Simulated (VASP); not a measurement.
A run of VASP 6.6.1 is set up as follows.

The input INCAR:

```
SYSTEM = SnGeTe3
PREC = Normal
ENCUT = 520
EDIFF = 1E-4
ISMEAR = 0
SIGMA = 0.15
LREAL = .False.
LASPH = .True.
NELM = 60
ALGO = Fast
ISIF = 3
LWAVE = .False.
LCHARG = .False.
GGA = PE
IBRION = 2
NSW = 24
EDIFFG = -0.08
```

KPOINTS

```
regular mesh
0
Gamma
  3 3 3
  0 0 0
```

The input POSCAR:

```
SnGeTe3
1.0
    5.0046665300      0.0000000000      0.0000000000
    0.0000000000      5.0046665300      0.0000000000
    0.0000000000      0.0000000000      5.6245355300
Sn Ge Te
1 1 3
Direct
    0.0000000000      0.0000000000      0.0000000000
    0.5000000000      0.5000000000      0.5000000000
    0.0000000000      0.0000000000      0.5000000000
    0.0000000000      0.5000000000      0.0000000000
    0.5000000000      0.0000000000      0.0000000000
```

Potentials or basis: VASP PAW PBE potentials, release 64 (Sn_d, Ge_d, Te).

Run with:

```sh
$ cat potpaw_PBE.64/Sn_d/POTCAR potpaw_PBE.64/Ge_d/POTCAR potpaw_PBE.64/Te/POTCAR > POTCAR
$ mpirun -np 1 vasp_std > vasp.out
```

What does it give for the band gap on the k mesh?

None (metal or under the smearing width).

What does it give for the relaxed cell?

a = 5.679 Å, b = 5.679 Å, c = 5.700 Å, α = 90.00°, β = 90.00°, γ = 90.00°.

Final structure:
```yaml
crystal:
  lattice:
    - [5.67936, 0.00000, 0.00000]
    - [0.00000, 5.67936, 0.00000]
    - [0.00000, 0.00000, 5.69959]
  atoms:
    - { symbol: Sn, position: [0.00000, 0.00000, 0.00000] }
    - { symbol: Ge, position: [0.50000, 0.50000, 0.50000] }
    - { symbol: Te, position: [0.00000, 0.00000, 0.50000] }
    - { symbol: Te, position: [0.00000, 0.50000, 0.00000] }
    - { symbol: Te, position: [0.50000, 0.00000, 0.00000] }
```

Caveat: the k mesh is coarse (spacing up to 0.42 Å⁻¹), so the values aren't converged. The run has no spin-orbit coupling, so splittings on Te are missing.
